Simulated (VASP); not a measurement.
Data:

```
CELL_PARAMETERS angstrom
      3.67834     0.00000     0.00000
     -1.83917     3.18554     0.00000
      0.00000     0.00000     5.73142
ATOMIC_POSITIONS crystal
  As 0.33333 0.66667 0.24670
  As 0.66667 0.33333 0.75330
  Be 0.00000 0.00000 0.00000
  Be 0.33333 0.66667 0.64700
  Be 0.66667 0.33333 0.35300
```

Calculation: PBE GGA, VASP's PBE PAW potentials (set 64) (plane waves; VASP 6.6.1). Settings: 300 eV cut-off, 8×8×5 Γ-centred mesh, Fermi-Dirac smearing of 0.10 eV, potentials As Be.

At this cut-off the stress carries a Pulay error, which pulls relaxed volumes low.

### Question
Estimate the energy per atom (σ→0), pressure, largest force, band gap (on the k-mesh) with the smallest direct gap where there is one.

### Answer

| Quantity | Result |
|---|---|
| band gap (on the k-mesh) | none (metal, semimetal or under 0.01 eV) |
| energy per atom (σ→0) | -4.012 eV/atom |
| pressure | 4.76 GPa |
| largest force | 0.667 eV/Å |

The structure was generated: Be3As2 was put into an ordered model structure, which need not be its known phase. The cell was not relaxed at this level.
